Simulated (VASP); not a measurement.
BN:

```
CELL_PARAMETERS angstrom
2.50643 0.00000 0.00000
-1.25321 2.17063 0.00000
0.00000 0.00000 6.61412
ATOMIC_POSITIONS crystal
B 0.33333 0.66667 0.25000
B 0.66667 0.33333 0.75000
N 0.33333 0.66667 0.75000
N 0.66667 0.33333 0.25000
```

- Program: VASP 6.6.1
- Task: relaxation of cell and atoms
- Functional: LDA
- Potentials or basis: VASP PAW LDA potentials, release 64 (B, N)
- Cutoff: 600 eV
- k mesh: 12 × 12 × 4
- Occupations: gaussian, width 0.02 eV
- Spin: no spin polarisation

At the start: pressure -5.0 GPa; volume 9.00 Å³/atom.

Q: Where does the relaxation end?

A: Over 9 steps the energy falls by 3.2 meV/atom and the volume is 8.64 Å³/atom (-4.0 %); space group P6_3/mmc (No. 194, to 0.05 Å).

Step by step:
| step | energy change (eV) | largest force (eV/Å) | pressure (GPa) | volume (Å³) |
| --- | --- | --- | --- | --- |
| 1 | 0.0000 | 0.0000 | -4.97 | 35.98 |
| 2 | 0.0308 | 0.0000 | 9.89 | 34.55 |
| 3 | -0.0106 | 0.0000 | -0.28 | 35.50 |
| 4 | -0.0106 | 0.0000 | -0.17 | 35.49 |
| 5 | -0.0108 | 0.0000 | -0.15 | 35.43 |
| 6 | -0.0115 | 0.0000 | -0.12 | 35.26 |
| 7 | -0.0124 | 0.0000 | -0.06 | 34.92 |
| 8 | -0.0126 | 0.0000 | 0.14 | 34.23 |
| 9 | -0.0128 | 0.0000 | 0.03 | 34.55 |

Final structure:
```
B N
1.0
     2.49002    0.00000    0.00000
    -1.24501    2.15642    0.00000
     0.00000    0.00000    6.43526
B N
2 2
Direct
  0.33333 0.66667 0.25000
  0.66667 0.33333 0.75000
  0.33333 0.66667 0.75000
  0.66667 0.33333 0.25000
```
